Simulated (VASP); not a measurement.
Computed with rev-vdW-DF2, VASP's PBE PAW potentials (set 64) (plane waves; VASP 6.6.1).

VASP input:

File POSCAR:
```
Bi2Se3
1.0
  9.6864929078  -2.0827596979   0.0007517383
  9.6864929078   2.0827596979   0.0007517383
  9.2383866563   0.0000000000   3.5802580182
Bi Se
2 3
Cartesian
 11.4480241375   0.0000000000   1.4331396401
 17.1633483344  -0.0000000000   2.1486218547
  0.0000000000   0.0000000000   0.0000000000
  6.0449031284   0.0000000000   0.7567410926
 22.5664693435  -0.0000000000   2.8250204022
```

### KPOINTS
```
Regular mesh
0
Gamma
 6 6 6
```

### INCAR
```
! general
SYSTEM  =Bi2Se3
PREC    =Accurate
ENCUT   =520   ! plane-wave cut-off (eV)
LREAL   =F
LASPH   =T

! electronic loop
EDIFF   =1E-6   ! SCF stop (eV)
NELM    =100
ALGO    =Normal
LMAXMIX =4

! smearing
ISMEAR  =0
SIGMA   =0.05   ! width (eV)

! functional
GGA     =MK
LUSE_VDW=T
AGGAC   =0.0
PARAM1  =0.1234568
PARAM2  =0.7114
ZAB_VDW =-1.8867

! ions
IBRION  =2   ! conjugate gradients
NSW     =60   ! most ionic steps
ISIF    =3   ! ions, shape and volume
EDIFFG  =-0.02   ! ionic stop

! output
LWAVE   =F
LCHARG  =F
```

POTCAR, in this order: Bi_d Se (PBE.64 set). Program: vasp_std.

What VASP printed:

File OSZICAR:
```
       N       E                     dE             d eps       ncg     rms          rms(c)
DAV:   1     0.487007346795E+03    0.48701E+03   -0.23320E+04  1792   0.177E+03
DAV:   2     0.465094993104E+02   -0.44050E+03   -0.42862E+03  1944   0.445E+02
DAV:   3    -0.823993522850E+01   -0.54749E+02   -0.52017E+02  2316   0.164E+02
DAV:   4    -0.108961300514E+02   -0.26562E+01   -0.26203E+01  2076   0.353E+01
DAV:   5    -0.110210996982E+02   -0.12497E+00   -0.12448E+00  2568   0.759E+00    0.495E+00
DAV:   6    -0.101730284886E+02    0.84807E+00   -0.23202E+00  2152   0.855E+00    0.309E+00
DAV:   7    -0.101853162643E+02   -0.12288E-01   -0.42305E-01  2004   0.309E+00    0.161E+00
DAV:   8    -0.101947213194E+02   -0.94051E-02   -0.83560E-02  2336   0.157E+00    0.536E-01
DAV:   9    -0.101934734921E+02    0.12478E-02   -0.14284E-02  2260   0.668E-01    0.177E-01
DAV:  10    -0.101937385845E+02   -0.26509E-03   -0.30617E-03  1992   0.306E-01    0.597E-02
DAV:  11    -0.101938349198E+02   -0.96335E-04   -0.69842E-04  2380   0.143E-01    0.400E-02
DAV:  12    -0.101938493235E+02   -0.14404E-04   -0.10675E-04  2304   0.706E-02    0.162E-02
DAV:  13    -0.101938500436E+02   -0.72006E-06   -0.26686E-05  2244   0.438E-02    0.572E-03
DAV:  14    -0.101938496969E+02    0.34670E-06   -0.28200E-06  1848   0.109E-02
   1 F= -.10193850E+02 E0= -.10193842E+02  d E =-.101938E+02
       N       E                     dE             d eps       ncg     rms          rms(c)
DAV:   1    -0.101936969738E+02    0.15307E-03   -0.35434E-01  1940   0.315E+00    0.867E-02
DAV:   2    -0.101948800111E+02   -0.11830E-02   -0.13880E-02  2528   0.852E-01    0.626E-02
DAV:   3    -0.101948023345E+02    0.77677E-04   -0.31625E-04  2360   0.167E-01    0.336E-02
DAV:   4    -0.101947716328E+02    0.30702E-04   -0.77516E-05  2440   0.919E-02    0.118E-02
DAV:   5    -0.101947672228E+02    0.44100E-05   -0.20625E-05  2660   0.428E-02    0.718E-03
DAV:   6    -0.101947669600E+02    0.26272E-06   -0.20742E-06  1412   0.102E-02
   2 F= -.10194767E+02 E0= -.10194760E+02  d E =-.917263E-03
       N       E                     dE             d eps       ncg     rms          rms(c)
DAV:   1    -0.101944868723E+02    0.28035E-03   -0.13915E-01  1936   0.197E+00    0.537E-02
DAV:   2    -0.101949525354E+02   -0.46566E-03   -0.54526E-03  2532   0.537E-01    0.392E-02
DAV:   3    -0.101949220733E+02    0.30462E-04   -0.12164E-04  2364   0.104E-01    0.214E-02
DAV:   4    -0.101949095176E+02    0.12556E-04   -0.32210E-05  2396   0.596E-02    0.736E-03
DAV:   5    -0.101949078134E+02    0.17042E-05   -0.76599E-06  2176   0.269E-02    0.448E-03
DAV:   6    -0.101949077056E+02    0.10785E-06   -0.13768E-06  1208   0.730E-03
   3 F= -.10194908E+02 E0= -.10194901E+02  d E =-.105801E-02
```

OUTCAR:
```
------------------------ aborting loop because EDIFF is reached ----------------------------------------
  FORCE on cell =-STRESS in cart. coord.  units (eV):
  Direction    XX          YY          ZZ          XY          YZ          ZX
  --------------------------------------------------------------------------------------
  Total        0.0583706      0.0733331      0.0730986      0.0000000      0.0000000     -0.0018731
  in kB        0.6467910      0.8125868      0.8099885      0.0000000      0.0000000     -0.0207554
  external PRESSURE =       0.7564554 kB  Pullay stress =       0.0000000 kB
  volume of cell :      144.59
      direct lattice vectors                 reciprocal lattice vectors
     9.683443533 -2.084250217 -0.000497271     0.051627688 -0.239894421 -0.133121080
     9.683443533  2.084250217 -0.000497271     0.051627688  0.239894421 -0.133121080
     9.235016596 -0.000000000  3.581570669     0.000014336  0.000000000  0.279170146
 POSITION                                       TOTAL-FORCE (eV/Angst)
 -----------------------------------------------------------------------------------
     11.45216     -0.00000      1.43366        -0.001881      0.000000     -0.000235
     17.14974     -0.00000      2.14692         0.001881     -0.000000      0.000235
      0.00000     -0.00000      0.00000        -0.000000      0.000000     -0.000000
      6.04725     -0.00000      0.75703        -0.013332      0.000000     -0.001669
     22.55466     -0.00000      2.82354         0.013332     -0.000000      0.001669
 -----------------------------------------------------------------------------------
    total drift:                               -0.000000     -0.000000     -0.000000
  FREE ENERGIE OF THE ION-ELECTRON SYSTEM (eV)
  ---------------------------------------------------
  free  energy   TOTEN  =       -10.1949077056 eV

  energy  without entropy=      -10.1948948112  energy(sigma->0) =      -10.19490126

 reached required accuracy - stopping structural energy minimisation
```
(Selected blocks of OUTCAR.)

### CONTCAR
```
Bi2Se3
   1.00000000000000
     9.6834435330557689   -2.0842502169223538   -0.0004972710250113
     9.6834435330557689    2.0842502169223538   -0.0004972710250113
     9.2350165959821506   -0.0000000000000000    3.5815706689744147
  Bi              Se
     2     3
Direct
     0.4003985951969515    0.4003985951969515    0.4003985951969358
     0.5996014048030486    0.5996014048030486    0.5996014048030642
     0.0000000000000000    0.0000000000000000    0.0000000000000000
     0.2114281718314564    0.2114281718314564    0.2114281718314478
     0.7885718281685437    0.7885718281685437    0.7885718281685522
```

The compound is Bi2Se3 in the tetradymite structure. This run relaxes it. Symmetry was kept, so distortions that lower it aren't found. The start is the result of an earlier pass.
